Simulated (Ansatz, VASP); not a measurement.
# AlNi: VASP beside Ansatz

Wanted: the spread between two codes on one cell, functional and k mesh. The cell is taken from a series of runs on this material, whose earlier steps may have relaxed, scaled, displaced or heated it; both programs get it as it stands.

Program: Ansatz 0.2.0. Level of theory: plane waves, with VASP 6.6.1 beside it; zone-centre phonons at PBEsol. Results are calculated unless marked as measured.

## Step 1: The structure

Symmetry: P4/mmm, No. 123, tetragonal system. The conventional cell has a = 2.919 Å, b = 2.919 Å, c = 2.796 Å, α = 90.00°, β = 90.00°, γ = 90.00°. Al has 8 Ni at 2.49 Å nearest. Ni has 8 Al at 2.49 Å nearest. Farther neighbours are not listed.

## Step 2: VASP: zone-centre phonons, PBEsol

Second derivatives magnify differences that forces hide, and they need a tight electronic threshold.

Lines of VASP's logs that name or quote its potential files are left out, and so is its time.

Contents of INCAR:

```
SYSTEM = AlNi
PREC = Accurate
ENCUT = 600
EDIFF = 1E-08
NELM = 120
ISMEAR = 1
SIGMA = 0.2
LREAL = .FALSE.
ALGO = Normal
GGA = PS
NBANDS = 12
LASPH = .TRUE.
LORBIT = 11
LWAVE = .FALSE.
LCHARG = .FALSE.
ISIF = 2
IBRION = 8
GGA_COMPAT = .FALSE.
KPAR = 2
```

Contents of POSCAR:

```
AlNi
1.0
    2.9189738593      0.0000000000      0.0000000000
    0.0000000000      2.9189738593      0.0000000000
    0.0000000000      0.0000000000      2.7964525024
Al Ni
1 1
Direct
    0.0000000000      0.0000000000      0.0000000000
    0.5000000000      0.5000000000      0.5000000000
```

Contents of KPOINTS:

```
Automatic mesh
0
Gamma
16 16 16
0 0 0
```

Potentials, in the order of the species: Al and Ni (PBE family, release 64).

Command:

```bash
mpirun -np 2 vasp_std
```

Numbers of over 12 decimals in the logs are rounded to 6 here.

Output:

```text
[banner, memory and clock lines left out]
running    2 mpi-ranks, on    1 nodes
 distrk:  each k-point on    1 cores,    2 groups
 distr:  one band on    1 cores,    1 groups

 POSCAR found type information on POSCAR AlNi
 POSCAR found :  2 types and       2 ions
|                                                                             |
|               ----> ADVICE to this user running VASP <----                  |
|                                                                             |
|     You enforced a specific xc type in the INCAR file but a different       |
|     [... a line on the potential file left out ...]
|     I HOPE YOU KNOW WHAT YOU ARE DOING!                                     |
|                                                                             |

 LDA part: xc-table for (Slater+PW92), standard interpolation
 POSCAR, INCAR and KPOINTS ok, starting setup
 FFT: planning ... GRIDC
 FFT: planning ... GRID_SOFT
 FFT: planning ... GRID
 WAVECAR not read
 entering main loop
       N       E                     dE             d eps       ncg     rms          rms(c)
DAV:   1     0.430197328976E+02    0.43020E+02   -0.60769E+03  9764   0.127E+03
DAV:   2    -0.114313896700E+02   -0.54451E+02   -0.50258E+02  9920   0.206E+02
DAV:   3    -0.131850856331E+02   -0.17537E+01   -0.17357E+01 11908   0.430E+01
DAV:   4    -0.132102585598E+02   -0.25173E-01   -0.25164E-01 10932   0.463E+00
DAV:   5    -0.132110044427E+02   -0.74588E-03   -0.74587E-03 11728   0.881E-01    0.128E+01
DAV:   6    -0.153564852955E+02   -0.21455E+01   -0.55613E+01 10800   0.118E+02    0.165E+01
DAV:   7    -0.116082026476E+02    0.37483E+01   -0.15968E+01 10920   0.700E+01    0.121E+00
DAV:   8    -0.115901184757E+02    0.18084E-01   -0.40335E-01 11940   0.753E+00    0.996E-01
DAV:   9    -0.115756180466E+02    0.14500E-01   -0.47893E-02 11824   0.313E+00    0.221E-01
DAV:  10    -0.115750597875E+02    0.55826E-03   -0.21128E-03 12200   0.685E-01    0.803E-02
DAV:  11    -0.115750601260E+02   -0.33853E-06   -0.66270E-05 12088   0.782E-02    0.218E-02
DAV:  12    -0.115750588693E+02    0.12567E-05   -0.60877E-06 12320   0.396E-02    0.469E-03
DAV:  13    -0.115750584280E+02    0.44129E-06   -0.21245E-07 13756   0.612E-03    0.117E-03
DAV:  14    -0.115750584207E+02    0.72753E-08   -0.36343E-08  6876   0.257E-03
   1 F= -.11575058E+02 E0= -.11574943E+02  d E =-.346648E-03
 Linear response reoptimize wavefunctions to high precision
DAV:   1    -0.115750584389E+02   -0.18207E-07   -0.40583E-09 11112   0.103E-03
DAV:   2    -0.115750584389E+02   -0.72760E-11   -0.55097E-11  5584   0.748E-05
 Linear response DOF=           4
 Linear response progress:
  Degree of freedom:   1/  4
       N       E                     dE             d eps       ncg     rms          rms(c)
RMM:   1    -0.600424479700E-02   -0.60042E-02    0.39921E-03 39168   0.655E-01
RMM:   2    -0.570211372512E-02    0.30213E-03   -0.99397E-05 26463   0.237E-01    0.602E-02
RMM:   3    -0.569373809670E-02    0.83756E-05   -0.11356E-04 28483   0.845E-02    0.296E-02
RMM:   4    -0.576739624822E-02   -0.73658E-04   -0.44434E-05 28495   0.504E-02    0.617E-03
RMM:   5    -0.577241940719E-02   -0.50232E-05   -0.25566E-06 28931   0.120E-02    0.161E-03
RMM:   6    -0.577267443145E-02   -0.25502E-06   -0.12018E-07 28635   0.288E-03    0.880E-04
RMM:   7    -0.577262467941E-02    0.49752E-07   -0.15356E-08 27113   0.134E-03    0.690E-04
RMM:   8    -0.577253149353E-02    0.93186E-07   -0.31367E-09 30173   0.433E-04    0.221E-04
RMM:   9    -0.577280575806E-02   -0.27426E-06   -0.35107E-10 30340   0.136E-04    0.116E-05
RMM:  10    -0.577277328848E-02    0.32470E-07    0.92090E-12 30624   0.459E-05    0.773E-06
RMM:  11    -0.577279212251E-02   -0.18834E-07   -0.44889E-11 30649   0.195E-05    0.207E-06
RMM:  12    -0.577278926922E-02    0.28533E-08    0.78132E-11 30501   0.835E-06    0.963E-07
 first order change of Fermi-energy   0.36302E-04
 force on displaced ion       1 direction 1 :  -5.850   0.000   0.000
 Linear response progress:
  Degree of freedom:   2/  4
       N       E                     dE             d eps       ncg     rms          rms(c)
RMM:   1    -0.525367516386E-02   -0.52537E-02    0.66497E-04 21522   0.581E-01
RMM:   2    -0.499603722967E-02    0.25764E-03   -0.14644E-04 14873   0.204E-01    0.533E-02
RMM:   3    -0.499559494044E-02    0.44229E-06   -0.76944E-05 15845   0.701E-02    0.276E-02
RMM:   4    -0.506128865287E-02   -0.65694E-04   -0.31691E-05 15781   0.431E-02    0.558E-03
RMM:   5    -0.506655738577E-02   -0.52687E-05   -0.15370E-06 16145   0.101E-02    0.193E-03
RMM:   6    -0.506723360317E-02   -0.67622E-06   -0.10140E-09 14692   0.358E-03    0.106E-03
RMM:   7    -0.506722044141E-02    0.13162E-07   -0.19900E-08 14447   0.207E-03    0.447E-04
RMM:   8    -0.506705366682E-02    0.16677E-06   -0.12377E-09 16788   0.569E-04    0.240E-04
RMM:   9    -0.506731477444E-02   -0.26111E-06   -0.59746E-10 16763   0.152E-04    0.352E-05
RMM:  10    -0.506728620825E-02    0.28566E-07    0.19330E-10 16868   0.535E-05    0.141E-05
RMM:  11    -0.506729855363E-02   -0.12345E-07   -0.69570E-11 17022   0.199E-05    0.589E-06
RMM:  12    -0.506729785744E-02    0.69618E-09   -0.22188E-10 16593   0.837E-06    0.104E-06
 first order change of Fermi-energy  -0.21140E-03
 force on displaced ion       1 direction 3 :   0.000  -0.000  -5.776
 Linear response progress:
  Degree of freedom:   3/  4
       N       E                     dE             d eps       ncg     rms          rms(c)
RMM:   1    -0.186961216909E+00   -0.18696E+00   -0.99891E-02 25906   0.266E+00
RMM:   2    -0.185482673390E+00    0.14785E-02   -0.16233E-03 25851   0.497E-01    0.131E-01
RMM:   3    -0.185508235147E+00   -0.25562E-04   -0.12726E-04 27741   0.960E-02    0.773E-02
RMM:   4    -0.185952108662E+00   -0.44387E-03   -0.17820E-04 29696   0.104E-01    0.530E-03
RMM:   5    -0.185929778648E+00    0.22330E-04   -0.33415E-06 30386   0.192E-02    0.331E-03
RMM:   6    -0.185923260388E+00    0.65183E-05   -0.22840E-07 27817   0.571E-03    0.239E-03
RMM:   7    -0.185912169579E+00    0.11091E-04   -0.10425E-07 29471   0.367E-03    0.482E-04
RMM:   8    -0.185906739788E+00    0.54298E-05   -0.84227E-09 31241   0.829E-04    0.801E-05
RMM:   9    -0.185906046308E+00    0.69348E-06   -0.13417E-09 31776   0.187E-04    0.195E-05
RMM:  10    -0.185905861446E+00    0.18486E-06   -0.73774E-10 32172   0.594E-05    0.112E-05
RMM:  11    -0.185905918268E+00   -0.56822E-07   -0.83842E-10 31678   0.329E-05    0.231E-06
RMM:  12    -0.185905920728E+00   -0.24601E-08   -0.71360E-10 32590   0.200E-05    0.712E-07
 first order change of Fermi-energy   0.61150E-03
 force on displaced ion       2 direction 1 :  -5.863   0.000   0.000
 Linear response progress:
  Degree of freedom:   4/  4
       N       E                     dE             d eps       ncg     rms          rms(c)
RMM:   1    -0.185067346708E+00   -0.18507E+00   -0.97496E-02 14396   0.266E+00
RMM:   2    -0.183904487507E+00    0.11629E-02   -0.16872E-03 14405   0.488E-01    0.126E-01
RMM:   3    -0.183859648409E+00    0.44839E-04   -0.12114E-04 15407   0.961E-02    0.751E-02
RMM:   4    -0.184215543750E+00   -0.35590E-03   -0.19737E-04 16403   0.111E-01    0.652E-03
RMM:   5    -0.184205581434E+00    0.99623E-05   -0.37570E-06 16723   0.213E-02    0.460E-03
RMM:   6    -0.184195158878E+00    0.10423E-04   -0.16659E-07 15165   0.514E-03    0.305E-03
RMM:   7    -0.184180645625E+00    0.14513E-04   -0.72931E-08 14752   0.316E-03    0.404E-04
RMM:   8    -0.184176444780E+00    0.42008E-05   -0.14244E-08 17415   0.103E-03    0.138E-04
RMM:   9    -0.184175522965E+00    0.92181E-06   -0.36050E-09 17117   0.452E-04    0.555E-05
RMM:  10    -0.184175497496E+00    0.25469E-07   -0.98186E-10 17345   0.161E-04    0.236E-05
RMM:  11    -0.184175146310E+00    0.35119E-06   -0.53571E-10 17674   0.533E-05    0.453E-06
RMM:  12    -0.184175220275E+00   -0.73965E-07   -0.47960E-10 17867   0.267E-05    0.136E-06
RMM:  13    -0.184175220102E+00    0.17368E-09   -0.45062E-10 16848   0.176E-05    0.520E-07
 first order change of Fermi-energy   0.27296E-02
 force on displaced ion       2 direction 3 :  -0.000   0.000  -5.791
 Linear response finished
```

Parts of OUTCAR (step 2):

```text
ion  position               nearest neighbor table
   1  0.000  0.000  0.000-   2 2.49   2 2.49   2 2.49   2 2.49   2 2.49   2 2.49   2 2.49   2 2.49

  LATTYP: Found a simple tetragonal cell.
 ALAT       =     2.9189738593
 C/A-ratio  =     0.9580258807

 Subroutine GETGRP returns: Found 16 space group operations
 (whereof 16 operations were pure point group operations)

The static configuration has the point symmetry D_4h.

 Found    405 irreducible k-points:

   k-points           NKPTS =    405   k-points in BZ     NKDIM =    405   number of bands    NBANDS=     12

   dimension x,y,z NGX =    24 NGY =   24 NGZ =   24
   dimension x,y,z NGXF=    48 NGYF=   48 NGZF=   48

   ENCUT  =  600.0 eV  44.10 Ry    6.64 a.u.   5.83  5.83  5.59*2*pi/ulx,y,z

   NELECT =      13.0000    total number of electrons

 k-points in reciprocal lattice and weights: Automatic mesh
   0.00000000  0.00000000  0.00000000       0.000
   0.06250000  0.00000000  0.00000000       0.001
   0.12500000  0.00000000  0.00000000       0.001
   0.18750000  0.00000000  0.00000000       0.001
   0.25000000  0.00000000  0.00000000       0.001
   0.31250000  0.00000000  0.00000000       0.001
   0.37500000  0.00000000  0.00000000       0.001
   0.43750000  0.00000000  0.00000000       0.001
   0.50000000  0.00000000  0.00000000       0.000
[...]
0.50000000  0.43750000  0.50000000       0.001
   0.50000000  0.50000000  0.50000000       0.000

 average (electrostatic) potential at core
       1 -69.7649       2 -81.2882

  Total       -0.5690011     -0.5690011      0.0333824      0.0000000      0.0000000      0.0000000
  in kB      -38.2609544    -38.2609544      2.2447107      0.0000000      0.0000000      0.0000000
  external PRESSURE =     -24.7590660 kB  Pullay stress =       0.0000000 kB

  energy-cutoff  :      600.00
  volume of cell :       23.83
      direct lattice vectors                 reciprocal lattice vectors
     2.918973859  0.000000000  0.000000000     0.342586144  0.000000000  0.000000000
     0.000000000  2.918973859  0.000000000     0.000000000  0.342586144  0.000000000
     0.000000000  0.000000000  2.796452502     0.000000000  0.000000000  0.357595918

 POSITION                                       TOTAL-FORCE (eV/Angst)
 -----------------------------------------------------------------------------------
      0.00000      0.00000      0.00000         0.000000      0.000000      0.000000
      1.45949      1.45949      1.39823         0.000000      0.000000      0.000000
 -----------------------------------------------------------------------------------
    total drift:                                0.000000      0.000000     -0.000000

 Eigenvectors and eigenvalues of the dynamical matrix
 ----------------------------------------------------

   1 f  =    8.798219 THz    55.280843 2PiTHz  293.477012 cm-1    36.386496 meV
             X         Y         Z           dx          dy          dz
      0.000000  0.000000  0.000000     0.827412    0.000000    0.000000
      1.459487  1.459487  1.398226    -0.561595    0.000000    0.000000

   2 f  =    8.798219 THz    55.280843 2PiTHz  293.477012 cm-1    36.386496 meV
             X         Y         Z           dx          dy          dz
      0.000000  0.000000  0.000000    -0.000000    0.827412    0.000000
      1.459487  1.459487  1.398226     0.000000   -0.561595    0.000000

   3 f  =    8.742848 THz    54.932934 2PiTHz  291.630020 cm-1    36.157498 meV
             X         Y         Z           dx          dy          dz
      0.000000  0.000000  0.000000     0.000000    0.000000    0.827345
      1.459487  1.459487  1.398226     0.000000    0.000000   -0.561695

   4 f/i=    0.004274 THz     0.026857 2PiTHz    0.142582 cm-1     0.017678 meV
             X         Y         Z           dx          dy          dz
      0.000000  0.000000  0.000000    -0.337047    0.449208    0.000000
      1.459487  1.459487  1.398226    -0.496581    0.661830    0.000000

   5 f/i=    0.004274 THz     0.026857 2PiTHz    0.142582 cm-1     0.017678 meV
             X         Y         Z           dx          dy          dz
      0.000000  0.000000  0.000000    -0.449208   -0.337047    0.000000
      1.459487  1.459487  1.398226    -0.661830   -0.496581    0.000000

   6 f/i=    0.005301 THz     0.033306 2PiTHz    0.176814 cm-1     0.021922 meV
             X         Y         Z           dx          dy          dz
      0.000000  0.000000  0.000000     0.000000    0.000000   -0.561695
      1.459487  1.459487  1.398226     0.000000    0.000000   -0.827345

 ELASTIC MODULI CONTR FROM IONIC RELAXATION (kBar)
 Direction    XX          YY          ZZ          XY          YZ          ZX
 --------------------------------------------------------------------------------
 XX           0.0000      0.0000      0.0000      0.0000      0.0000      0.0000
 YY           0.0000      0.0000      0.0000      0.0000      0.0000      0.0000
 ZZ           0.0000      0.0000      0.0000      0.0000      0.0000      0.0000
 XY           0.0000      0.0000      0.0000      0.0000      0.0000      0.0000
 YZ           0.0000      0.0000      0.0000      0.0000      0.0000      0.0000
 ZX           0.0000      0.0000      0.0000      0.0000      0.0000      0.0000
 --------------------------------------------------------------------------------
```

This run has no spin polarisation, so a moment on Ni, if there is one, isn't seen. Its electron count is odd, so without a moment it is a metal by construction.

[end of part 1 of 2]

[Lines on the potential files, build, host, timing and source positions are cut from VASP's logs without a mark.]

[Logs are printed without paths, hosts, clocks, repeated set-up lines and the standing remarks that a program may print on its own settings, such as how far it seeks lower states.]

[Hosts, paths, dates, database ids (printed as entryN), source tags and the programs' standing remarks are cut or masked in the printed files.]
